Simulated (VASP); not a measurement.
Output of a VASP run:

**OSZICAR**
```
       N       E                     dE             d eps       ncg     rms          rms(c)
DAV:   1     0.491753913875E+03    0.49175E+03   -0.23678E+04   960   0.204E+03
DAV:   2     0.478132177924E+01   -0.48697E+03   -0.47897E+03  1168   0.525E+02
DAV:   3    -0.483048878682E+02   -0.53086E+02   -0.50453E+02  1400   0.156E+02
DAV:   4    -0.508526381666E+02   -0.25478E+01   -0.25464E+01  1400   0.317E+01
DAV:   5    -0.509363788641E+02   -0.83741E-01   -0.83739E-01  1328   0.431E+00    0.236E+01
DAV:   6    -0.400810646466E+02    0.10855E+02   -0.74037E+01  1448   0.775E+01    0.101E+01
DAV:   7    -0.401077856547E+02   -0.26721E-01   -0.11464E+01  1216   0.247E+01    0.647E+00
DAV:   8    -0.399485223119E+02    0.15926E+00   -0.11414E+00  1272   0.104E+01    0.261E+00
DAV:   9    -0.399714988310E+02   -0.22977E-01   -0.21141E-01  1240   0.331E+00    0.106E+00
DAV:  10    -0.399640497253E+02    0.74491E-02   -0.73462E-02  1288   0.255E+00    0.518E-01
DAV:  11    -0.399615191887E+02    0.25305E-02   -0.20112E-02  1384   0.113E+00    0.110E-01
DAV:  12    -0.399615029844E+02    0.16204E-04   -0.47145E-03  1136   0.668E-01    0.123E-01
DAV:  13    -0.399613246401E+02    0.17834E-03   -0.73810E-04  1256   0.216E-01    0.164E-02
DAV:  14    -0.399613370806E+02   -0.12441E-04   -0.45066E-05  1280   0.628E-02    0.292E-02
DAV:  15    -0.399613306660E+02    0.64146E-05   -0.10831E-05  1240   0.333E-02    0.133E-02
DAV:  16    -0.399613281266E+02    0.25394E-05   -0.93134E-06  1192   0.236E-02    0.262E-03
DAV:  17    -0.399613282155E+02   -0.88843E-07   -0.41224E-07   504   0.631E-03
   1 F= -.37974665E+02 E0= -.37974665E+02  d E =-.379747E+02
```

File OUTCAR:
```
------------------------ aborting loop because EDIFF is reached ----------------------------------------
  FORCE on cell =-STRESS in cart. coord.  units (eV):
  Direction    XX          YY          ZZ          XY          YZ          ZX
  --------------------------------------------------------------------------------------
  Total        1.9923362      1.9923362      1.9923362      0.0000000      0.0000000      0.0000000
  in kB       50.1427727     50.1427727     50.1427727      0.0000000      0.0000000      0.0000000
  external PRESSURE =       0.1427727 kB  Pullay stress =      50.0000000 kB
  volume of cell :       63.66
      direct lattice vectors                 reciprocal lattice vectors
     3.992898636  0.000000000  0.000000000     0.250444625  0.000000000  0.000000000
     0.000000000  3.992898636  0.000000000     0.000000000  0.250444625  0.000000000
     0.000000000  0.000000000  3.992898636     0.000000000  0.000000000  0.250444625
 POSITION                                       TOTAL-FORCE (eV/Angst)
 -----------------------------------------------------------------------------------
      0.00000      0.00000      0.00000         0.000000      0.000000      0.000000
      1.99645      1.99645      1.99645         0.000000      0.000000      0.000000
      1.99645      0.00000      1.99645         0.000000      0.000000      0.000000
      0.00000      1.99645      1.99645         0.000000      0.000000      0.000000
      1.99645      1.99645      0.00000         0.000000      0.000000      0.000000
 -----------------------------------------------------------------------------------
    total drift:                                0.000000     -0.000000     -0.000000
  FREE ENERGIE OF THE ION-ELECTRON SYSTEM (eV)
  ---------------------------------------------------
  free  energy   TOTEN  =       -39.9613282155 eV

  energy  without entropy=      -39.9613282155  energy(sigma->0) =      -39.96132822
  enthalpy is  TOTEN    =       -37.9746648752 eV   P V=        1.9866633403

 reached required accuracy - stopping structural energy minimisation
```
(Selected blocks of OUTCAR.)

POSCAR:
```
BaTiO3
1
    3.9928986360     0.0000000000     0.0000000000
    0.0000000000     3.9928986360     0.0000000000
   -0.0000000000    -0.0000000000     3.9928986360
Ba Ti O
1 1 3
Direct
  0.0000000000   0.0000000000   0.0000000000
  0.5000000000   0.5000000000   0.5000000000
  0.5000000000   0.0000000000   0.5000000000
  0.0000000000   0.5000000000   0.5000000000
  0.5000000000   0.5000000000   0.0000000000
```

Q: Write an INCAR and KPOINTS that could have produced this output.

A: Several could match; the one computed here: the input of the run itself, PBE GGA, plane waves, VASP's PBE PAW potentials (set 64).

**KPOINTS**
```
Automatic mesh
0
Gamma
6 6 6
0 0 0
```

**INCAR**
```
PSTRESS  =  50
SIGMA  =  0.05   # width (eV)
ISIF  =  3
PREC  =  Accurate
GGA  =  PE
EDIFF  =  1E-6   # SCF stop (eV)
LMAXMIX  =  4   # l cut-off of mixed one-centre charges
SYSTEM  =  BaTiO3
ENCUT  =  620
NSW  =  40
LASPH  =  .True.   # aspherical one-centre terms
LWAVE  =  .False.
ISMEAR  =  0
LCHARG  =  .False.
EDIFFG  =  -0.02   # ionic stop
LREAL  =  .False.
ALGO  =  Normal   # blocked Davidson
IBRION  =  2   # conjugate gradients
NELM  =  100
```

POTCAR, in this order: Ba_sv Ti_sv O (PBE.64 set). Program: vasp_std.

The compound is BaTiO3 in the cubic perovskite structure, the ideal cubic form; the compound distorts at low or room temperature. It was relaxed first under an external pressure of 5 GPa.
